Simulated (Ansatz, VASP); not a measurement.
**Cross-check of Te (Tellurium) between VASP and Ansatz**

Aim: how closely do two programs agree when they are given the same cell, functional and k mesh? The cell is taken from a series of runs on this material, whose earlier steps may have relaxed, scaled, displaced or heated it; both programs get it as it stands.

Calculated with Ansatz 0.2.0; plane waves, with VASP 6.6.1 beside it; zone-centre phonons at PBEsol.

### 1. The starting structure

It takes space group P3_121 (No. 152, trigonal). The conventional cell has a = 4.489 Å, b = 4.489 Å, c = 5.783 Å, α = 90.00°, β = 90.00°, γ = 120.00°. Te has 2 Te at 2.88 Å nearest.

Coordinates:

```cif
data_structure
_symmetry_space_group_name_H-M 'P3_121'
_symmetry_Int_Tables_number 152
_cell_length_a 4.4890
_cell_length_b 4.4890
_cell_length_c 5.7833
_cell_angle_alpha 90.000
_cell_angle_beta 90.000
_cell_angle_gamma 120.000
_cell_volume 100.93
loop_
_atom_site_label
_atom_site_type_symbol
_atom_site_symmetry_multiplicity
_atom_site_Wyckoff_symbol
_atom_site_fract_x
_atom_site_fract_y
_atom_site_fract_z
_atom_site_occupancy
Te1 Te 3 a 0.27559 0.00000 0.33333 1
```

### 2. VASP: zone-centre phonons, PBEsol

Second derivatives magnify differences that forces hide, and they need a tight electronic threshold.

Lines of VASP's logs that name or quote its potential files are left out, and so is its time.

Input file INCAR:

```
SYSTEM = Te
PREC = Accurate
ENCUT = 500
EDIFF = 1E-08
NELM = 120
ISMEAR = 1
SIGMA = 0.2
LREAL = .FALSE.
ALGO = Normal
GGA = PS
NBANDS = 15
LORBIT = 11
LWAVE = .FALSE.
LCHARG = .FALSE.
ISIF = 2
IBRION = 8
LASPH = .TRUE.
GGA_COMPAT = .FALSE.
EFERMI = MIDGAP
KPAR = 2
```

Input file POSCAR:

```
Te
1.0
    4.4889919047      0.0000000000      0.0000000000
   -2.2444959524      3.8875810269      0.0000000000
    0.0000000000      0.0000000000      5.7832959375
Te
3
Direct
    0.2755910285      0.0000000000      0.3333333333
    0.0000000000      0.2755910285      0.6666666667
    0.7244089715      0.7244089715      0.0000000000
```

Input file KPOINTS:

```
Automatic mesh
0
Gamma
12 12 8
0 0 0
```

PAW data sets: Te (PBE family, release 64).

Started as:

```bash
> mpirun -np 2 vasp_std
```

Numbers of over 12 decimals in the logs are rounded to 6 here.

The program printed:

```text
[banner, memory and clock lines left out]
running    2 mpi-ranks, on    1 nodes
 distrk:  each k-point on    1 cores,    2 groups
 distr:  one band on    1 cores,    1 groups

 POSCAR found type information on POSCAR Te
 POSCAR found :  1 types and       3 ions
|                                                                             |
|               ----> ADVICE to this user running VASP <----                  |
|                                                                             |
|     You enforced a specific xc type in the INCAR file but a different       |
|     [... a line on the potential file left out ...]
|     I HOPE YOU KNOW WHAT YOU ARE DOING!                                     |
|                                                                             |

 LDA part: xc-table for (Slater+PW92), standard interpolation
 POSCAR, INCAR and KPOINTS ok, starting setup
 FFT: planning ... GRIDC
 FFT: planning ... GRID_SOFT
 FFT: planning ... GRID
 WAVECAR not read
 entering main loop
       N       E                     dE             d eps       ncg     rms          rms(c)
DAV:   1     0.711475968861E+02    0.71148E+02   -0.63908E+03  3930   0.932E+02
DAV:   2    -0.577668225025E+01   -0.76924E+02   -0.73140E+02  5190   0.138E+02
DAV:   3    -0.104931051602E+02   -0.47164E+01   -0.46897E+01  4721   0.389E+01
DAV:   4    -0.105769407296E+02   -0.83836E-01   -0.83820E-01  5828   0.604E+00
DAV:   5    -0.105780619040E+02   -0.11212E-02   -0.11212E-02  5094   0.613E-01    0.129E+01
DAV:   6    -0.105552283632E+02    0.22834E-01   -0.15120E-02  4966   0.735E-01    0.810E+00
DAV:   7    -0.105472621862E+02    0.79662E-02   -0.32806E-02  4308   0.107E+00    0.272E-01
DAV:   8    -0.105467112126E+02    0.55097E-03   -0.56019E-03  4476   0.427E-01    0.125E-01
DAV:   9    -0.105467288493E+02   -0.17637E-04   -0.14833E-04  5632   0.840E-02    0.831E-02
DAV:  10    -0.105467334805E+02   -0.46312E-05   -0.18112E-05  5323   0.273E-02    0.109E-02
DAV:  11    -0.105467312725E+02    0.22080E-05   -0.62805E-06  4763   0.150E-02    0.357E-03
DAV:  12    -0.105467314171E+02   -0.14463E-06   -0.51787E-07  5505   0.434E-03    0.173E-03
DAV:  13    -0.105467314028E+02    0.14373E-07   -0.60111E-08  4756   0.153E-03    0.734E-04
DAV:  14    -0.105467314090E+02   -0.61927E-08   -0.33342E-09  3596   0.354E-04
   1 F= -.10546731E+02 E0= -.10547877E+02  d E =0.343736E-02
 Linear response reoptimize wavefunctions to high precision
DAV:   1    -0.105467314137E+02   -0.47600E-08   -0.18130E-09  4030   0.260E-04
DAV:   2    -0.105467314137E+02   -0.25238E-10   -0.18949E-10  2658   0.934E-05
 Linear response DOF=           3
 Linear response progress:
  Degree of freedom:   1/  3
       N       E                     dE             d eps       ncg     rms          rms(c)
RMM:   1    -0.470300321913E-01   -0.47030E-01    0.39909E-02 21768   0.104E+00
RMM:   2    -0.455606268276E-01    0.14694E-02   -0.23606E-03 15053   0.277E-01    0.102E-01
RMM:   3    -0.454962032698E-01    0.64424E-04   -0.86843E-05 15986   0.590E-02    0.698E-02
RMM:   4    -0.454307274868E-01    0.65476E-04   -0.21685E-05 16299   0.250E-02    0.169E-02
RMM:   5    -0.454307127105E-01    0.14776E-07   -0.61591E-07 16530   0.591E-03    0.900E-03
RMM:   6    -0.454360065259E-01   -0.52938E-05   -0.26223E-07 16412   0.247E-03    0.169E-03
RMM:   7    -0.454353639180E-01    0.64261E-06    0.85209E-08 16692   0.671E-04    0.513E-04
RMM:   8    -0.454345339343E-01    0.82998E-06    0.15886E-07 16704   0.219E-04    0.135E-04
RMM:   9    -0.454346272189E-01   -0.93285E-07   -0.10902E-07 17221   0.553E-05    0.693E-05
RMM:  10    -0.454346110480E-01    0.16171E-07   -0.22471E-08 16679   0.264E-05    0.190E-05
RMM:  11    -0.454345995063E-01    0.11542E-07   -0.23941E-08 17582   0.110E-05    0.159E-05
RMM:  12    -0.454346028267E-01   -0.33204E-08   -0.82271E-09 15623   0.571E-06    0.362E-06
 first order change of Fermi-energy   0.29422E-01
 force on displaced ion       1 direction 1 :  -2.983   0.000   0.000
 Linear response progress:
  Degree of freedom:   2/  3
       N       E                     dE             d eps       ncg     rms          rms(c)
RMM:   1    -0.482164011001E-01   -0.48216E-01    0.34646E-02 39769   0.104E+00
RMM:   2    -0.470084901690E-01    0.12079E-02   -0.24329E-03 27434   0.276E-01    0.761E-02
RMM:   3    -0.468791554438E-01    0.12933E-03   -0.10592E-04 29074   0.618E-02    0.487E-02
RMM:   4    -0.467946162694E-01    0.84539E-04   -0.33466E-05 29370   0.276E-02    0.141E-02
RMM:   5    -0.467990333109E-01   -0.44170E-05   -0.16558E-06 29901   0.725E-03    0.717E-03
RMM:   6    -0.468111456354E-01   -0.12112E-04   -0.35890E-07 29921   0.242E-03    0.101E-03
RMM:   7    -0.468105628642E-01    0.58277E-06    0.13378E-07 30617   0.512E-04    0.680E-04
RMM:   8    -0.468103270959E-01    0.23577E-06    0.67503E-08 30050   0.207E-04    0.955E-05
RMM:   9    -0.468103807603E-01   -0.53664E-07   -0.72221E-08 31365   0.503E-05    0.277E-05
RMM:  10    -0.468103828785E-01   -0.21182E-08   -0.25271E-08 30351   0.213E-05    0.542E-06
 first order change of Fermi-energy   0.19671E-04
 force on displaced ion       1 direction 2 :  -0.001  -2.450  -0.647
 Linear response progress:
  Degree of freedom:   3/  3
       N       E                     dE             d eps       ncg     rms          rms(c)
RMM:   1    -0.562704667159E-01   -0.56270E-01    0.44600E-02 41615   0.107E+00
RMM:   2    -0.536080983625E-01    0.26624E-02   -0.29198E-03 27474   0.299E-01    0.215E-01
RMM:   3    -0.534094063322E-01    0.19869E-03   -0.34734E-04 28865   0.851E-02    0.147E-01
RMM:   4    -0.533651879469E-01    0.44218E-04   -0.14291E-05 29437   0.230E-02    0.684E-02
RMM:   5    -0.533503005166E-01    0.14887E-04   -0.49908E-06 29763   0.134E-02    0.396E-03
RMM:   6    -0.533518608775E-01   -0.15604E-05   -0.35142E-07 29990   0.303E-03    0.245E-03
RMM:   7    -0.533530953983E-01   -0.12345E-05   -0.68286E-08 29929   0.112E-03    0.643E-04
RMM:   8    -0.533532782949E-01   -0.18290E-06    0.14519E-07 30710   0.321E-04    0.250E-04
RMM:   9    -0.533534402070E-01   -0.16191E-06   -0.31152E-08 29955   0.135E-04    0.386E-05
RMM:  10    -0.533535215901E-01   -0.81383E-07   -0.71041E-08 31433   0.417E-05    0.880E-06
RMM:  11    -0.533535310127E-01   -0.94225E-08   -0.12955E-08 31622   0.137E-05    0.371E-06
 first order change of Fermi-energy   0.55317E-05
 force on displaced ion       1 direction 3 :  -0.001  -0.649  -5.101
 Linear response finished
```

From OUTCAR (step 2):

```text
ion  position               nearest neighbor table
   1  0.276  0.000  0.333-   3 2.88   2 2.88   3 3.43   3 3.43   2 3.43   2 3.43
   2  0.000  0.276  0.667-   3 2.88   1 2.88   3 3.43   3 3.43   1 3.43   1 3.43
   3  0.724  0.724  0.000-   1 2.88   2 2.88   2 3.43   1 3.43   1 3.43   2 3.43

  LATTYP: Found a hexagonal cell.
 ALAT       =     4.4889919047
 C/A-ratio  =     1.2883284399

 Subroutine GETGRP returns: Found  6 space group operations
 (whereof  2 operations were pure point group operations)

The static configuration has the point symmetry C_2 .
 The point group associated with its full space group is D_3 .

 Found    131 irreducible k-points:

   k-points           NKPTS =    131   k-points in BZ     NKDIM =    131   number of bands    NBANDS=     15

   dimension x,y,z NGX =    36 NGY =   36 NGZ =   42
   dimension x,y,z NGXF=    72 NGYF=   72 NGZF=   84

   ENCUT  =  500.0 eV  36.75 Ry    6.06 a.u.   8.18  8.18 10.54*2*pi/ulx,y,z

   NELECT =      18.0000    total number of electrons

 k-points in reciprocal lattice and weights: Automatic mesh
   0.00000000  0.00000000  0.00000000       0.001
   0.08333333 -0.00000000  0.00000000       0.005
   0.16666667 -0.00000000  0.00000000       0.005
   0.25000000 -0.00000000  0.00000000       0.005
   0.33333333  0.00000000  0.00000000       0.005
   0.41666667  0.00000000  0.00000000       0.005
   0.50000000 -0.00000000  0.00000000       0.003
   0.08333333  0.08333333  0.00000000       0.005
   0.16666667  0.08333333  0.00000000       0.010
[...]
0.33333333  0.25000000  0.50000000       0.010
   0.33333333  0.33333333  0.50000000       0.002

 average (electrostatic) potential at core
       1 -88.7856       2 -88.7856       3 -88.7856

  Total       -0.7403863     -0.7403863      0.0585804      0.0000000      0.0000000      0.0000000
  in kB      -11.7534479    -11.7534479      0.9299498      0.0000000      0.0000000      0.0000000
  external PRESSURE =      -7.5256486 kB  Pullay stress =       0.0000000 kB

  energy-cutoff  :      500.00
  volume of cell :      100.93
      direct lattice vectors                 reciprocal lattice vectors
     4.488991905  0.000000000  0.000000000     0.222767165  0.128614683  0.000000000
    -2.244495952  3.887581027  0.000000000     0.000000000  0.257229365  0.000000000
     0.000000000  0.000000000  5.783295938     0.000000000  0.000000000  0.172911781

 POSITION                                       TOTAL-FORCE (eV/Angst)
 -----------------------------------------------------------------------------------
      1.23713      0.00000      1.92777         0.019484      0.000000      0.000000
     -0.61856      1.07138      3.85553        -0.009742      0.016874     -0.000000
      1.62593      2.81620      0.00000        -0.009742     -0.016874      0.000000
 -----------------------------------------------------------------------------------
    total drift:                                0.000000     -0.000000      0.000000

 Eigenvectors and eigenvalues of the dynamical matrix
 ----------------------------------------------------

   1 f  =    3.933842 THz    24.717059 2PiTHz  131.218850 cm-1    16.269057 meV
             X         Y         Z           dx          dy          dz
      1.237126  0.000000  1.927765     0.105084   -0.135489   -0.616111
     -0.618563  1.071382  3.855531    -0.169876   -0.023239    0.721823
      1.625933  2.816199  0.000000     0.064815    0.158758   -0.105712

   2 f  =    3.933842 THz    24.717059 2PiTHz  131.218850 cm-1    16.269057 meV
             X         Y         Z           dx          dy          dz
      1.237126  0.000000  1.927765     0.135509    0.105068    0.477778
     -0.618563  1.071382  3.855531     0.023259   -0.169891    0.294679
      1.625933  2.816199  0.000000    -0.158738    0.064800   -0.772457

   3 f  =    3.183428 THz    20.002066 2PiTHz  106.187715 cm-1    13.165593 meV
             X         Y         Z           dx          dy          dz
      1.237126  0.000000  1.927765    -0.577350    0.000000   -0.000000
     -0.618563  1.071382  3.855531     0.288675   -0.500000   -0.000000
      1.625933  2.816199  0.000000     0.288675    0.500000    0.000000

   4 f  =    2.660179 THz    16.714395 2PiTHz   88.734005 cm-1    11.001610 meV
             X         Y         Z           dx          dy          dz
      1.237126  0.000000  1.927765    -0.000000    0.577350   -0.000079
     -0.618563  1.071382  3.855531    -0.500000   -0.288675   -0.000079
      1.625933  2.816199  0.000000     0.500000   -0.288675   -0.000079

   5 f  =    2.487192 THz    15.627487 2PiTHz   82.963790 cm-1    10.286194 meV
             X         Y         Z           dx          dy          dz
      1.237126  0.000000  1.927765    -0.460202   -0.303636    0.133582
     -0.618563  1.071382  3.855531    -0.033048    0.550376    0.108475
      1.625933  2.816199  0.000000     0.492971   -0.246556   -0.242057

   6 f  =    2.487192 THz    15.627487 2PiTHz   82.963790 cm-1    10.286194 meV
             X         Y         Z           dx          dy          dz
      1.237126  0.000000  1.927765     0.303758   -0.460016    0.202380
     -0.618563  1.071382  3.855531    -0.550253   -0.032862   -0.216876
      1.625933  2.816199  0.000000     0.246679    0.493157    0.014495

   7 f/i=    0.000363 THz     0.002280 2PiTHz    0.012102 cm-1     0.001500 meV
             X         Y         Z           dx          dy          dz
      1.237126  0.000000  1.927765    -0.000000   -0.000079   -0.577350
     -0.618563  1.071382  3.855531     0.000068    0.000039   -0.577350
      1.625933  2.816199  0.000000    -0.000068    0.000039   -0.577350

   8 f/i=    0.000487 THz     0.003059 2PiTHz    0.016238 cm-1     0.002013 meV
             X         Y         Z           dx          dy          dz
      1.237126  0.000000  1.927765    -0.449167    0.362706   -0.000019
     -0.618563  1.071382  3.855531    -0.449235    0.362528   -0.000011
      1.625933  2.816199  0.000000    -0.449355    0.362677    0.000030

   9 f/i=    0.000487 THz     0.003059 2PiTHz    0.016238 cm-1     0.002013 meV
             X         Y         Z           dx          dy          dz
      1.237126  0.000000  1.927765    -0.362568   -0.449338    0.000023
     -0.618563  1.071382  3.855531    -0.362746   -0.449269   -0.000028
      1.625933  2.816199  0.000000    -0.362597   -0.449150    0.000005

 ELASTIC MODULI CONTR FROM IONIC RELAXATION (kBar)
 Direction    XX          YY          ZZ          XY          YZ          ZX
 --------------------------------------------------------------------------------
 XX        -277.7195   -106.2643   -232.6113      0.0000   -123.8077      0.0000
 YY        -106.2643   -277.7195   -232.6113      0.0000    123.8077     -0.0000
 ZZ        -232.6113   -232.6113   -281.8244      0.0000      0.0000      0.0000
 XY           0.0000      0.0000      0.0000    -86.0342     -0.0000   -121.2046
 YZ        -123.8077    123.8077      0.0000     -0.0000   -197.3789      0.0000
 ZX           0.0000     -0.0000      0.0000   -121.2046      0.0000   -192.5107
 --------------------------------------------------------------------------------
```

[end of part 1 of 2]

[Lines on the potential files, build, host, timing and source positions are cut from VASP's logs without a mark.]

[Logs are printed without paths, hosts, clocks, repeated set-up lines and the standing remarks that a program may print on its own settings, such as how far it seeks lower states.]

[Hosts, paths, dates, database ids (printed as entryN), source tags and the programs' standing remarks are cut or masked in the printed files.]
